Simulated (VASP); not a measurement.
Data:

```
TaAs
1.0
    3.18288     0.00000     0.00000
    0.00000     3.18288     0.00000
    0.00000     0.00000     3.18288
Ta As
1 1
Cartesian
  0.00000   0.00000   0.00000
  1.59144   1.59144   1.59144
```

Computed with PBEsol GGA, VASP's PBE PAW potentials (set 64) (plane waves; VASP). Run with 400 eV cut-off, 13×13×13 Γ-centred mesh, tetrahedra with Blöchl corrections, potentials Ta_pv As.

Unless said otherwise, spin-orbit coupling is left out, though it shifts the bands of the heavy elements here.

Question: What does the run give for the energy per atom (σ→0), band gap (on the k-mesh) with the smallest direct gap where there is one?

Answer: 
```json
{
 "band gap (on the k-mesh)": "none (metal, semimetal or under 0.01 eV)",
 "energy per atom (σ→0)": "-9170 meV/atom"
}
```

The structure was generated: TaAs was put into the CsCl type type (Pm-3m), which need not be its known phase. It was relaxed first, which changed the volume by -39 %.
